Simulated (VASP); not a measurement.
**PbSe: energy against volume**

PbSe (rock salt, Fm-3m, 29.429 Å³/atom and stress up to 0.09 GPa in the relaxed cell, cube axes along x, y and z) under an equal strain ε along all three axes. r2SCAN in VASP (plane waves, PAW), 480 eV, 10×10×10 Γ-centred mesh, Gaussian smearing 0.05 eV; ions are relaxed, or left where forces stay under 0.02 eV/Å, within the symmetry of each cell.

Here V stands for volume and E for E less E0.

```
volume (Å³/atom)  E less E0 (meV/atom)  pressure (GPa)
----------------  --------------------  --------------
27.6983                          19.84            3.70
28.1244                          11.25            2.70
28.5548                           5.16            1.77
28.9897                           1.45            0.90
29.4289                           0.00            0.09
29.8726                           0.69           -0.66
30.3206                           3.43           -1.36
30.7732                           8.10           -2.01
31.2302                          14.62           -2.62
32.1578                              ?               ?
```

The 9 complete rows are fitted with the third-order Birch-Murnaghan form, a cubic in V^(-2/3), E against V. With u = V^(-2/3) - 0.1050, the rows have u = 0.0042357, 0.0031296, 0.0020403, 0.0009671, -0.0000899, -0.0011313, -0.0021570, -0.0031679, -0.0041637. Least squares gives E = 0.036 + 518.5·u + 973480·u² + 1869262·u³. Residuals (row less fit): 0.000, -0.001, -0.002, 0.000, 0.003, -0.003, 0.002, -0.003, 0.001; standard error 0.003 (degrees of freedom: 5). Its minimum lies at u = -0.0002665, so V0 = (0.1047335)^(-3/2) = 29.50. There d²E/du² = 1944000 and d³E/du³ = 1.122e7, so B0 = (4/9) × 29.50^(-7/3) × 1944000 × 0.160218 = 51.5 GPa (the last factor turns the table's units into GPa), and B0' = 4 + (2/3) × 0.1047335 × (1.122e7)/1944000 = 4.4. B0' rests on the cubic coefficient alone and has a standard error of 0.1 from these residuals.

Estimate the missing E (V = 32.1578); what did the run itself give?

u = -0.0061123, so E = 0.036 + 518.5 × (-0.0061123) + 973480 × (-0.0061123)² + 1869262 × (-0.0061123)³ = 32.809 meV/atom. The calculation gives 32.80 meV/atom, 0.009 meV/atom below the prediction (0.0 % of the range of E in the table). The row lies outside the fitted rows, so this is an extrapolation. The scatter of the fitted rows lies at the last printed digit.

Spin-orbit coupling is left out, which can shift these values for the heavy elements here. Other structures, which can take over under pressure, weren't tried. The same form fitted to the pressure column gives B0' = 4.4; series where the two differ by over 0.4 aren't shown. Rows are the converged runs of the series near zero and its far end, less any whose ions stayed unrelaxed beside relaxed ones; series whose fitted rows scatter by over a few per cent of the range, as at a crossing or softening among them, aren't shown in this form.
